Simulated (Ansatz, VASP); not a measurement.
# Cross-check of WS2 (Tungstenite) between VASP and Ansatz

Wanted: the spread between two codes on one cell, functional and k mesh. The cell is taken from a series of runs on this material, whose earlier steps may have relaxed, scaled, displaced or heated it; both programs get it as it stands. Valence electrons are named where the data sets of a main pair hold unlike numbers.

Program: Ansatz 0.2.0. Level of theory: plane waves, with VASP 6.6.1 beside it; single point at PBE, spin-orbit coupling and single point at LDA, spin-orbit coupling. Results are calculated unless marked as measured.

## 1. The structure

The structure is hexagonal, space group P6_3/mmc (No. 194). Conventional cell: a = 3.188 Å, b = 3.188 Å, c = 14.856 Å, α = 90.00°, β = 90.00°, γ = 120.00°. W has 6 S at 2.42 Å nearest. Nearest to S lie 3 W at 2.42 Å. Farther neighbours and most contacts between anions are not listed.

## 2. Ansatz: single point, PBE, spin-orbit coupling

Ansatz runs on its fully relativistic PAW (standard-fr) files.

A single point gives forces, pressure and levels at one fixed geometry, so differences don't come from the geometry; what else differs is listed under the comparison.

The input, input.yaml:

```yaml
crystal:
  lattice:
    - [3.1877235893, 0.0, 0.0]
    - [-1.5938617946, 2.7606496086, 0.0]
    - [0.0, 0.0, 14.8562435017]
  atoms:
    - { symbol: W, position: [0.6666666667, 0.3333333333, 0.75] }
    - { symbol: W, position: [0.3333333333, 0.6666666667, 0.25] }
    - { symbol: S, position: [0.6666666667, 0.3333333333, 0.3557536358] }
    - { symbol: S, position: [0.3333333333, 0.6666666667, 0.8557536358] }
    - { symbol: S, position: [0.6666666667, 0.3333333333, 0.1442463642] }
    - { symbol: S, position: [0.3333333333, 0.6666666667, 0.6442463642] }
kpoints:
  mp_grid: { grid: [12, 12, 2] }
  band_path:
    path:
      - [[0.5, 0.0, 0.0], [0.0, 0.0, 0.0], [0.3333333333333, 0.3333333333333, 0.0]]
      - [[0.0, 0.0, 0.0], [0.0, 0.0, 0.5]]
    npoints: 20
scf:
  occupations: { method: fermi_dirac, width: 0.02 }
  n_extra_bands: 20
hamiltonian:
  xc: pbe
  pseudopotentials: { kind: paw_fr }
output:
  forces: true
  stress: true
  fatbands: true
magnetization:
  noncollinear: true
  spin_orbit: true
```

The run is started by

```console
ansatz run input.yaml --threads 4 --pin off --max-ram 8192MiB --backend cpu --events-out ev --progress --plain --runs-dir out
```

Numbers of over 12 decimals in the logs are rounded to 6 here.

Log:

```text
scf.n_extra_bands = 20 over 52 filled bands (N_el = 52.0): the run solves 72 bands
Engine: ansatz 0.2.0, aarch64-unknown-linux-gnu
Pseudopotentials: kind: paw_fr
Pseudopotential: W, paw_fr, valence charge 14, recommended cutoff 420 eV (normal), W.paw.azcp#standard-fr
Pseudopotential: S, paw_fr, valence charge 6, recommended cutoff 420 eV (normal), S.paw.azcp#standard-fr
Functional definition: PBE
  parameter kappa = 0.804
  parameter beta = 0.066725
  exchange = pbe_x(kappa = kappa, mu = beta*pi^2/3)
  correlation = pbe_c(beta = beta)
non-collinear run that drives no moment, with spin-orbit: no starting moment large enough to seed its density (crystal.atoms[].spin), no starting occupations that ask for one, no magnetisation constraint and no magnetic field, so the semilocal B_xc is pinned to zero
Crystal: 6 atoms, lattice volume = 130.738 Å³
Basis set: ecut = 420 eV, 2593 PW (Γ), exchange–correlation on 48×48×200 points (8 copies of the dense FFT grid, shifted against one another)
Bands: 72, of which v1, the nominal top of the filled ones, is band 52 counted from 1 (51 counted from 0)
Symmetry: 24 space group operations + 24 with time reversal
Magnetic group: BNS 194.264 (UNI 1494), of the structure as read, at distance tolerance 5.1e-5 Å
k-points: 38 of 288
Projection manifold: j_resolved (fully-relativistic pseudo-atomic orbitals)
Non-local potential: W, projectors of the file, l = 0: 3, l = 1: 4, l = 2: 4, l = 3: 2
Non-local potential: S, projectors of the file, l = 0: 2, l = 1: 4, l = 2: 4
PAW form: soft (Blöchl's): semilocal exchange-correlation on the pseudo side does not see the compensation charge
PAW one-centre angular grid: W, 590 points (default); XC on 64 Gauss nodes
PAW one-centre angular grid: S, 110 points (default); XC on 64 Gauss nodes
Initial density: superposition of atomic densities (chi_scale 0.1, normalization cell, long waves kept (reshape's long-wave potential 0.07 eV rms))
Initial wavefunctions: pseudopotential atomic-orbital guess
Functional: x = pbe(κ = 0.804, μ = 0.219515), c = pbe(β = 0.066725)
SCF iter   1: F=—  HF=-24432.889013 eV  |F-HF|=—  |Δ(HF+E_count)|=         —  Δρ=3.71e-2  dr2=2.83e0  dr2_m=0.00e0 (ungated)  ethr=3.10e-3  |M|=0.00e0 ∫|m|=0.00e0 μB  |m|>n=0.0e0 m-floor=0.0e0 τ_xc=0.0e0  β_m=0.30  ⟨swp⟩=8.3  Hψ=7553  notcnv=0  defer=76
preconditioner: auto → Resta (q_TF=auto, 2.340 Å⁻¹)  ε∞=5.2  [insulator: Δε(μ)=1.271 eV  Ē_g=9.500 eV  σ=0.020 eV  W_gap=1.00  n_scr=28 (ndim 8)  ℏωp=19.5 eV  f_vac=0.161  D(μ)=0.00/eV (n_scr^D=0)  ε∞_Penn≈5.2]
spin=Noncollinear: Resta preconditioning applied to the charge; magnetization (m_x, m_y, m_z) channels mix plain (no charge-response kernel on spin).
SCF iter   2: F=—  HF=-24432.471261 eV  |F-HF|=—  |Δ(HF+E_count)|=   4.18e-1  Δρ=2.69e-2  dr2=1.51e0  dr2_m=0.00e0 (ungated)  ethr=3.10e-3  |M|=0.00e0 ∫|m|=0.00e0 μB  |m|>n=0.0e0 m-floor=0.0e0 τ_xc=0.0e0  β_m=0.65  ⟨swp⟩=1.3  Hψ=1623  notcnv=0  defer=228
SCF iter   3: F=—  HF=-24432.100393 eV  |F-HF|=—  |Δ(HF+E_count)|=   3.71e-1  Δρ=5.53e-3  dr2=6.78e-2  dr2_m=0.00e0 (ungated)  ethr=2.91e-3  |M|=0.00e0 ∫|m|=0.00e0 μB  |m|>n=0.0e0 m-floor=0.0e0 τ_xc=0.0e0  β_m=0.77  ⟨swp⟩=2.2  Hψ=1810  notcnv=0  defer=284
SCF iter   4: F=—  HF=-24432.095575 eV  |F-HF|=—  |Δ(HF+E_count)|=   4.82e-3  Δρ=2.66e-3  dr2=3.20e-2  dr2_m=0.00e0 (ungated)  ethr=1.30e-4  |M|=0.00e0 ∫|m|=0.00e0 μB  |m|>n=0.0e0 m-floor=0.0e0 τ_xc=0.0e0  β_m=0.76  ⟨swp⟩=2.6  Hψ=2257  notcnv=0  defer=524
SCF iter   5: F=—  HF=-24432.094322 eV  |F-HF|=—  |Δ(HF+E_count)|=   1.25e-3  Δρ=9.88e-4  dr2=6.85e-3  dr2_m=0.00e0 (ungated)  ethr=6.15e-5  |M|=0.00e0 ∫|m|=0.00e0 μB  |m|>n=0.0e0 m-floor=0.0e0 τ_xc=0.0e0  β_m=0.88  ⟨swp⟩=2.1  Hψ=1594  notcnv=0  defer=524
SCF iter   6: F=—  HF=-24432.094068 eV  |F-HF|=—  |Δ(HF+E_count)|=   2.54e-4  Δρ=2.42e-4  dr2=2.21e-4  dr2_m=0.00e0 (ungated)  ethr=1.32e-5  |M|=0.00e0 ∫|m|=0.00e0 μB  |m|>n=0.0e0 m-floor=0.0e0 τ_xc=0.0e0  β_m=0.94  ⟨swp⟩=2.0  Hψ=1711  notcnv=0  defer=524
SCF iter   7: F=—  HF=-24432.094289 eV  |F-HF|=—  |Δ(HF+E_count)|=   2.22e-4  Δρ=7.11e-5  dr2=1.45e-5  dr2_m=0.00e0 (ungated)  ethr=4.24e-7  |M|=0.00e0 ∫|m|=0.00e0 μB  |m|>n=0.0e0 m-floor=0.0e0 τ_xc=0.0e0  β_m=0.97  ⟨swp⟩=2.1  Hψ=1718  notcnv=0  defer=524
SCF iter   8: F=—  HF=-24432.094105 eV  |F-HF|=—  |Δ(HF+E_count)|=   1.84e-4  Δρ=1.72e-5  dr2=8.79e-7  dr2_m=0.00e0 (ungated)  ethr=2.79e-8  |M|=0.00e0 ∫|m|=0.00e0 μB  |m|>n=0.0e0 m-floor=0.0e0 τ_xc=0.0e0  β_m=0.98  ⟨swp⟩=2.2  Hψ=1823  notcnv=0  defer=524
SCF iter   9: F=-24432.094106 eV  HF=-24432.094106 eV  |F-HF|=1.37e-8  |Δ(HF+E_count)|=   5.70e-7  Δρ=2.25e-6  dr2=9.61e-9  dr2_m=0.00e0 (ungated)  ethr=1.92e-10  |M|=0.00e0 ∫|m|=0.00e0 μB  |m|>n=0.0e0 m-floor=0.0e0 τ_xc=0.0e0  ⟨swp⟩=12.7  Hψ=8126  notcnv=0
SCF 1 converged in 9 iterations: F = -24432.094106 eV  dr2 = 9.61e-9
  greatest PAW one-centre occupation: 1.000 electrons in one spin orbital (limit 2), on the W atom at site 1 (counted from 0), in its partial waves of l = 0
NSCF: frozen V_eff on 62 k-points
SCF converged after 9 iterations
Magnetization: |M| = 0.0000 μB,  M = (+0.0000, +0.0000, +0.0000) μB
Absolute magnetization: 0.0000 μB (∫|m|)
  site 0: m = (+0.0000, +0.0000, +0.0000) μB, |m| = 0.0000 μB  (R = 1.00 Å)
  site 1: m = (+0.0000, +0.0000, +0.0000) μB, |m| = 0.0000 μB  (R = 1.00 Å)
  site 2: m = (+0.0000, +0.0000, +0.0000) μB, |m| = 0.0000 μB  (R = 1.00 Å)
  site 3: m = (+0.0000, +0.0000, +0.0000) μB, |m| = 0.0000 μB  (R = 1.00 Å)
  site 4: m = (+0.0000, +0.0000, +0.0000) μB, |m| = 0.0000 μB  (R = 1.00 Å)
  site 5: m = (+0.0000, +0.0000, +0.0000) μB, |m| = 0.0000 μB  (R = 1.00 Å)
Free energy (F): -24432.094106 eV
Harris-Foulkes:  -24432.094106 eV  (|F-HF|=1.37e-8)
Internal energy: -24432.094106 eV  (E = F + TS)
E sigma→0 (E₀):  -24432.094106 eV
Fermi energy:    8.970049 eV
--- Per-component energies (eV) ---
  E_band       = -538.656986
  E_kinetic    = 1330.018779
  E_local      = -5405.441605  (includes V_loc(G=0)·N_el)
  E_nonlocal   = 104.776993
  E_hartree    = 2263.979342
  E_xc         = -922.799435
  E_vxc        = -828.599768  (∫ρ·V_xc dr)
  E_paw        = -19567.418378  (= ΣΔE_a)
  E_vpaw       = -267.366797  (= ΣTr[D̂ρ^β])
  E_aug_tail   = -0.000122  (compensation charges beyond the density's cutoff)
  E_ewald      = -2235.209680
  E_smearing   = -0.000000  (= −TS)
  E_closure    = 0.000000  (closes the sum)
  Σ components = -24432.094106   (vs F -24432.094106, Δ=0.00e0)
--- Forces (eV/Å), atoms counted from 1 ---
  atom   1  W      0.00000000     0.00000000     0.00000000
  atom   2  W     -0.00000000     0.00000000     0.00000000
  atom   3  S     -0.00000000     0.00000000    -0.00265991
  atom   4  S      0.00000000    -0.00000000    -0.00265991
  atom   5  S     -0.00000000     0.00000000     0.00265991
  atom   6  S      0.00000000    -0.00000000     0.00265991
  max |Σ_I F_I| component: 5.78e-18 eV/Å
--- Stress (GPa, compression-positive) ---
       -0.051651       0.000000       0.000000
        0.000000      -0.051651       0.000000
        0.000000       0.000000      -0.016799
  P = ⅓ Tr σ = -0.0400 GPa (-0.400 kbar)
--- Band table (eV; the first three rows and the last of 38) ---
  k-point 0: bands = [... 48 lower, 7.7713, 7.7713, 8.1811, 8.1811, 10.7666, 10.7666, 10.7728, 10.7728, ... 16 higher]
  k-point 1: bands = [... 48 lower, 8.0036, 8.0036, 8.0036, 8.0036, 10.7697, 10.7697, 10.7697, 10.7697, ... 16 higher]
  k-point 2: bands = [... 48 lower, 7.7401, 7.7401, 8.0770, 8.0770, 10.5774, 10.5774, 10.6405, 10.6405, ... 16 higher]
  k-point 37: bands = [... 48 lower, 7.7676, 7.7676, 8.1974, 8.1974, 9.7479, 9.7479, 9.7774, 9.7774, ... 16 higher]
```

## 3. VASP: single point, PBE, spin-orbit coupling

The same cell, functional, mesh and smearing now go to VASP, with its own data sets.

Lines of VASP's logs that name or quote its potential files are left out, and so is its time.

The input, INCAR:

```
SYSTEM = WS2
PREC = Accurate
ENCUT = 400
EDIFF = 1E-06
NELM = 100
ISMEAR = -1
SIGMA = 0.02
LREAL = .FALSE.
ALGO = Normal
GGA = PE
LNONCOLLINEAR = .TRUE.
MAGMOM = 0 0 0 0 0 0 0 0 0 0 0 0 0 0 0 0 0 0
NBANDS = 48
GGA_COMPAT = .FALSE.
LASPH = .TRUE.
LSORBIT = .TRUE.
LMAXMIX = 4
LORBIT = 11
LWAVE = .FALSE.
LCHARG = .FALSE.
KPAR = 2
ISIF = 2
```

The input, POSCAR:

```
WS2
1.0
    3.1877235893      0.0000000000      0.0000000000
   -1.5938617946      2.7606496086      0.0000000000
    0.0000000000      0.0000000000     14.8562435017
W S
2 4
Direct
    0.6666666667      0.3333333333      0.7500000000
    0.3333333333      0.6666666667      0.2500000000
    0.6666666667      0.3333333333      0.3557536358
    0.3333333333      0.6666666667      0.8557536358
    0.6666666667      0.3333333333      0.1442463642
    0.3333333333      0.6666666667      0.6442463642
```

The input, KPOINTS:

```
Automatic mesh
0
Gamma
12 12 2
0 0 0
```

PAW data sets: W and S (PBE family, release 64).

The run is started by

```console
mpirun -np 2 vasp_ncl
```

Log:

```text
[banner, memory and clock lines left out]
running    2 mpi-ranks, on    1 nodes
 distrk:  each k-point on    1 cores,    2 groups
 distr:  one band on    1 cores,    1 groups

 POSCAR found type information on POSCAR W S
 POSCAR found :  2 types and       6 ions
 LDA part: xc-table for (Slater+PW92), standard interpolation
 POSCAR, INCAR and KPOINTS ok, starting setup
 FFT: planning ... GRIDC
 FFT: planning ... GRID_SOFT
 FFT: planning ... GRID
 WAVECAR not read
 entering main loop
       N       E                     dE             d eps       ncg     rms          rms(c)
DAV:   1     0.174906186868E+03    0.17491E+03   -0.13460E+04  3672   0.106E+03
DAV:   2    -0.338597005000E+02   -0.20877E+03   -0.20014E+03  4856   0.251E+02
DAV:   3    -0.501771119401E+02   -0.16317E+02   -0.16139E+02  4576   0.725E+01
DAV:   4    -0.506836028794E+02   -0.50649E+00   -0.50447E+00  5312   0.132E+01
DAV:   5    -0.506943921841E+02   -0.10789E-01   -0.10776E-01  4680   0.191E+00    0.389E+01
DAV:   6    -0.481929865097E+02    0.25014E+01   -0.11609E+01  5224   0.169E+01    0.177E+01
DAV:   7    -0.478877686266E+02    0.30522E+00   -0.30939E+00  4776   0.105E+01    0.907E+00
DAV:   8    -0.477832223772E+02    0.10455E+00   -0.39881E-01  4896   0.382E+00    0.156E+00
DAV:   9    -0.477753523631E+02    0.78700E-02   -0.63124E-02  4824   0.135E+00    0.679E-01
DAV:  10    -0.477742864447E+02    0.10659E-02   -0.77406E-03  4784   0.521E-01    0.396E-01
DAV:  11    -0.477742024744E+02    0.83970E-04   -0.35392E-03  4992   0.303E-01    0.269E-01
DAV:  12    -0.477742642906E+02   -0.61816E-04   -0.76800E-04  4848   0.158E-01    0.130E-01
DAV:  13    -0.477743107147E+02   -0.46424E-04   -0.83369E-05  4432   0.581E-02    0.886E-02
DAV:  14    -0.477743241277E+02   -0.13413E-04   -0.14710E-05  4832   0.210E-02    0.540E-02
DAV:  15    -0.477743285790E+02   -0.44513E-05   -0.53310E-06  4240   0.142E-02    0.232E-02
DAV:  16    -0.477743283401E+02    0.23893E-06   -0.12069E-06  3464   0.628E-03
   1 F= -.47774328E+02 E0= -.47774328E+02  d E =-.175061E-10  mag=    -0.0000    -0.0000     0.0000
```

OUTCAR, selected parts (step 3):

```text
ion  position               nearest neighbor table
   1  0.667  0.333  0.750-   4 2.42   6 2.42   4 2.42   6 2.42   4 2.42   6 2.42
   2  0.333  0.667  0.250-   3 2.42   5 2.42   3 2.42   5 2.42   3 2.42   5 2.42
   3  0.667  0.333  0.356-   2 2.42   2 2.42   2 2.42
   4  0.333  0.667  0.856-   1 2.42   1 2.42   1 2.42
   5  0.667  0.333  0.144-   2 2.42   2 2.42   2 2.42
   6  0.333  0.667  0.644-   1 2.42   1 2.42   1 2.42

  LATTYP: Found a hexagonal cell.
 ALAT       =     3.1877235893
 C/A-ratio  =     4.6604553643

 Subroutine GETGRP returns: Found 24 space group operations
 (whereof 12 operations were pure point group operations)

The static configuration has the point symmetry D_3d.
 The point group associated with its full space group is D_6h.

 Found     38 irreducible k-points:

   k-points           NKPTS =     38   k-points in BZ     NKDIM =     38   number of bands    NBANDS=     48

   dimension x,y,z NGX =    24 NGY =   24 NGZ =   98
   dimension x,y,z NGXF=    48 NGYF=   48 NGZF=  196

   ENCUT  =  400.0 eV  29.40 Ry    5.42 a.u.   5.20  5.20 24.23*2*pi/ulx,y,z

   NELECT =      36.0000    total number of electrons

 k-points in reciprocal lattice and weights: Automatic mesh
   0.00000000  0.00000000  0.00000000       0.003
   0.08333333 -0.00000000  0.00000000       0.021
   0.16666667 -0.00000000  0.00000000       0.021
   0.25000000 -0.00000000  0.00000000       0.021
   0.33333333 -0.00000000  0.00000000       0.021
   0.41666667 -0.00000000  0.00000000       0.021
   0.50000000 -0.00000000  0.00000000       0.010
   0.08333333  0.08333333  0.00000000       0.021
   0.16666667  0.08333333  0.00000000       0.042
[...]
0.33333333  0.25000000  0.50000000       0.042
   0.33333333  0.33333333  0.50000000       0.007

 average (electrostatic) potential at core
       1 -42.0923       2 -42.0923       3 -87.8298       4 -87.8298       5 -87.8298
       6 -87.8298

 E-fermi :   4.2507

 k-point     1 :       0.0000    0.0000    0.0000
  band No.  band energies     occupation
    ...
     32       2.1257      1.00000
     33       3.4009      1.00000
     34       3.4009      1.00000
     35       3.8047      1.00000
     36       3.8047      1.00000
     37       6.4129      0.00000
     38       6.4129      0.00000
     39       6.4190      0.00000
     40       6.4190      0.00000
     41       6.4442      0.00000
    ...

 k-point     2 :       0.0833   -0.0000    0.0000
  band No.  band energies     occupation
    ...
     32       2.3443      1.00000
     33       3.3693      1.00000
     34       3.3693      1.00000
     35       3.7014      1.00000
     36       3.7014      1.00000
     37       6.2224      0.00000
     38       6.2225      0.00000
     39       6.2859      0.00000
     40       6.2859      0.00000
     41       6.4251      0.00000
    ...

 k-point     3 :       0.1667   -0.0000    0.0000
  band No.  band energies     occupation
    ...
     32       2.3581      1.00000
     33       3.1824      1.00000
     34       3.1824      1.00000
     35       3.3424      1.00000
     36       3.3424      1.00000
     37       5.7833      0.00000
     38       5.7833      0.00000
     39       6.0456      0.00000
     40       6.0456      0.00000
     41       6.3224      0.00000
    ...

  Total       -0.5233855     -0.5233855     -0.4497603     -0.0000000      0.0000000      0.0000000
  in kB       -6.4140346     -6.4140346     -5.5117657     -0.0000000      0.0000000      0.0000000
  external PRESSURE =      -6.1132783 kB  Pullay stress =       0.0000000 kB

  energy-cutoff  :      400.00
  volume of cell :      130.74
      direct lattice vectors                 reciprocal lattice vectors
     3.187723589  0.000000000  0.000000000     0.313703485  0.181116792  0.000000000
    -1.593861795  2.760649609  0.000000000     0.000000000  0.362233583  0.000000000
     0.000000000  0.000000000 14.856243502     0.000000000  0.000000000  0.067311767

 POSITION                                       TOTAL-FORCE (eV/Angst)
 -----------------------------------------------------------------------------------
      1.59386      0.92022     11.14218        -0.000000      0.000000     -0.000000
     -0.00000      1.84043      3.71406        -0.000000      0.000000      0.000000
      1.59386      0.92022      5.28516         0.000000     -0.000000     -0.064031
     -0.00000      1.84043     12.71328         0.000000      0.000000     -0.064031
      1.59386      0.92022      2.14296        -0.000000     -0.000000      0.064031
     -0.00000      1.84043      9.57108        -0.000000      0.000000      0.064031
 -----------------------------------------------------------------------------------
    total drift:                                0.000000     -0.000000     -0.000000

  FREE ENERGIE OF THE ION-ELECTRON SYSTEM (eV)
  ---------------------------------------------------
  free  energy   TOTEN  =       -47.7743283401 eV

  energy  without entropy=      -47.7743283400  energy(sigma->0) =      -47.77432834

 Spin-Orbit-Coupling matrix elements
 Ion:    1  E_soc:     -0.3178113
 Ion:    2  E_soc:     -0.3178113
 Ion:    3  E_soc:     -0.0030400
 Ion:    4  E_soc:     -0.0030400
 Ion:    5  E_soc:     -0.0030400
 Ion:    6  E_soc:     -0.0030400

 total charge
# of ion       s       p       d       tot
------------------------------------------
    1        0.559   0.703   4.210   5.472
    2        0.559   0.703   4.210   5.472
    3        1.359   2.354   0.000   3.713
    4        1.359   2.354   0.000   3.713
    5        1.359   2.354   0.000   3.713
    6        1.359   2.354   0.000   3.713
--------------------------------------------------
tot          6.553  10.823   8.419  25.795

 magnetization (x)
# of ion       s       p       d       tot
------------------------------------------
    1        0.000  -0.000   0.000   0.000
    2       -0.000   0.000   0.000   0.000
    3        0.000   0.000   0.000   0.000
    4        0.000   0.000   0.000   0.000
    5        0.000   0.000   0.000   0.000
    6        0.000  -0.000   0.000  -0.000
--------------------------------------------------
tot          0.000  -0.000   0.000  -0.000

 magnetization (y)
# of ion       s       p       d       tot
------------------------------------------
    1        0.000   0.000  -0.000  -0.000
    2        0.000   0.000  -0.000  -0.000
    3        0.000   0.000   0.000   0.000
    4        0.000   0.000   0.000   0.000
    5        0.000   0.000   0.000   0.000
    6        0.000   0.000   0.000   0.000
--------------------------------------------------
tot          0.000   0.000  -0.000  -0.000

 magnetization (z)
# of ion       s       p       d       tot
------------------------------------------
    1        0.000   0.000   0.000   0.000
    2        0.000   0.000   0.000   0.000
    3        0.000   0.000   0.000   0.000
    4        0.000   0.000   0.000   0.000
    5        0.000   0.000   0.000   0.000
    6        0.000   0.000   0.000   0.000
--------------------------------------------------
tot          0.000   0.000   0.000   0.000

[... 3 further parts left out ...]
```

This run has no spin polarisation, so a moment on W, if there is one, isn't seen. The gap is read on the k-mesh alone, so it is an upper bound where the band edges lie off the mesh. The data set W keeps the semicore shell frozen, which is cheaper and a little less accurate.

## 4. Comparison

Known differences besides the potentials themselves: spin-orbit coupling enters by fully relativistic files in Ansatz and inside the spheres in VASP; the data sets hold 52 valence electrons in Ansatz (on its fully relativistic PAW (standard-fr) files) and 36 in VASP; the cutoff is 420 eV in Ansatz and 400 eV in VASP. Total energies have different zeros and are not compared.

Compared:

```
              quantity  Ansatz   VASP  difference
        pressure (GPa)   -0.04  -0.61       +0.57
gap on the k mesh (eV)   1.550  1.538      +0.011
```

Forces (eV/Å; atoms numbered as in POSCAR):

```
atom        Ansatz x, y, z          VASP x, y, z
  W1   0.000, 0.000, 0.000   0.000, 0.000, 0.000
  W2   0.000, 0.000, 0.000   0.000, 0.000, 0.000
  S3  0.000, 0.000, -0.003  0.000, 0.000, -0.064
  S4  0.000, 0.000, -0.003  0.000, 0.000, -0.064
  S5   0.000, 0.000, 0.003   0.000, 0.000, 0.064
  S6   0.000, 0.000, 0.003   0.000, 0.000, 0.064
```

The forces differ by 29 meV/Å r.m.s., where the r.m.s. force is 0.001 eV/Å in Ansatz and 0.030 eV/Å in VASP: the atoms lie near their places of rest in Ansatz, so a percentage would say little (all taken over all components). A gap on the mesh is an upper bound, since the band edges may lie between its points.

(Part 1 of 2 ends here.)

[Lines on the potential files, build, host, timing and source positions are cut from VASP's logs without a mark.]

[Logs are printed without paths, hosts, clocks, repeated set-up lines and the standing remarks that a program may print on its own settings, such as how far it seeks lower states.]

[Hosts, paths, dates, database ids (printed as entryN), source tags and the programs' standing remarks are cut or masked in the printed files.]
